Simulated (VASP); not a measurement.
Data:

```
BaHfO3
1.0
    4.17101     0.00000     0.00000
    0.00000     4.17101     0.00000
    0.00000     0.00000     4.17101
Ba Hf O
1 1 3
Direct
  0.00000   0.00000   0.00000
  0.50000   0.50000   0.50000
  0.50000   0.00000   0.50000
  0.00000   0.50000   0.50000
  0.50000   0.50000   0.00000
```

All values below come from r2SCAN meta-GGA, VASP's PBE PAW potentials (set 64) (plane waves; VASP 6.6.1). Numerical set-up: 520 eV cut-off, 5×5×5 Γ-centred mesh, Gaussian smearing of 0.050 eV, potentials Ba_sv Hf_pv O.

Question: The job: BaHfO3 (cubic perovskite), 5 atoms, r2SCAN, static run, 520 eV, 5×5×5 Γ-centred mesh. Roughly how much core time does it take on a busy server core?

Answer: About 40 core-seconds (one run on a shared machine, a rough figure). It had 10 irreducible k-points, 23 bands, up to 1961 plane waves and 22 electronic steps.

The compound is BaHfO3 in the cubic perovskite structure. It was relaxed first.
